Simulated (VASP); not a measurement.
Input:

```xyz
1
Lattice="0.0000 2.3777 2.3777 2.3777 0.0000 2.3777 2.3777 2.3777 0.0000" Properties=species:S:1:pos:R:3 pbc="T T T"
Pb     0.0000     0.0000     0.0000
```

All values below come from LDA (Ceperley-Alder, Perdew-Zunger), VASP's LDA PAW potentials (set 64) (plane waves; VASP). Run with 500 eV cut-off, 13×13×13 Γ-centred mesh, first-order Methfessel-Paxton smearing of 0.10 eV, potentials Pb_d.

Unless said otherwise, spin-orbit coupling is left out, though it shifts the bands of the heavy elements here.

### Question
What does the run give for the energy per atom (σ→0), pressure, band gap (on the k-mesh) with the smallest direct gap where there is one?

### Answer

```json
{
  "band gap (on the k-mesh)": "none (metal, semimetal or under 0.01 eV)",
  "energy per atom (σ→0)": "-4.219 eV/atom",
  "pressure": "4.99 GPa"
}
```

The absolute energy has meaning only against runs of the same code, potentials and settings.

The compound is Pb in the fcc structure. It was relaxed first under an external pressure of 5 GPa.
